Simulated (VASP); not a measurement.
VASP runs on HfB$_{2}$ (space group Fddd) share one base input (PBE GGA, plane waves, VASP's PBE PAW potentials (set 64)) and change the settings named in each case.

**INCAR**
```
SYSTEM=HfB2
PREC=Accurate; ENCUT=400; LREAL=F
LASPH=T
EDIFF=1E-6; NELM=100; ALGO=Normal
LMAXMIX=6
ISMEAR=-1; SIGMA=0.136
GGA=PE
ISIF=2
LWAVE=F; LCHARG=F
```

KPOINTS:
```
Automatic mesh
0
Gamma
6 6 6
0 0 0
```

**POSCAR**
```
HfB2
1
    0.0000000000     3.8554860000     3.9876540000
    2.2385520000     0.0000000000     3.9876540000
    2.2385520000     3.8554860000     0.0000000000
B Hf
4 2
Direct
  0.6635000000   0.3365000000   0.6635000000
  0.3365000000   0.6635000000   0.3365000000
  0.5865000000   0.9135000000   0.5865000000
  0.9135000000   0.5865000000   0.9135000000
  0.0000000000   0.0000000000   0.0000000000
  0.2500000000   0.2500000000   0.2500000000
```

POTCAR, in this order: B Hf_pv (PBE.64 set). Program: vasp_std.

```tsv
change	E(σ→0) (eV/atom)	pressure (GPa)	largest force (eV/Å)	−TS (eV)
base run	-7.0530	7.46	0.532	-0.2696
GGA = PS	-7.5169	[?]	[?]	[?]
GGA_COMPAT = .FALSE., LNONCOLLINEAR = .TRUE., LSORBIT = .TRUE., MAGMOM = 0.0 0.0 0.0 0.0 0.0 0.0 0.0 0.0 0.0 0.0 0.0 0.0 0.0 0.0 0.0 0.0 0.0 0.0, program vasp_ncl	-7.2799	7.02	0.534	-0.2699
KPOINTS 5×5×5 Γ-centred mesh	-7.0618	[?]	[?]	[?]
```

Q: Some entries are withheld; supply them.

A: 
- GGA = PS, pressure (GPa): 2.46
- GGA = PS, largest force (eV/Å): 0.501
- GGA = PS, −TS (eV): -0.2714
- KPOINTS 5×5×5 Γ-centred mesh, pressure (GPa): 7.43
- KPOINTS 5×5×5 Γ-centred mesh, largest force (eV/Å): 0.531
- KPOINTS 5×5×5 Γ-centred mesh, −TS (eV): -0.2599

Energies of different potentials or functionals have different zeros.  Unless said otherwise, spin-orbit coupling is left out, though it shifts the bands of the heavy elements here. At 400 eV the pressure can carry a Pulay error.

Left out are runs that ran out of time, are held back, or changed the cell or the kind of run, fixed moments of cells without a moment, rows past the twelfth, gaps on odd meshes, pressures of charged cells and columns that move by less than the noise.

The structure was generated: HfB2 was put into an ordered model structure, which need not be its known phase. The cell was not relaxed at this level, forces remain on its atoms, its lattice was scaled by up to 2.5 %.
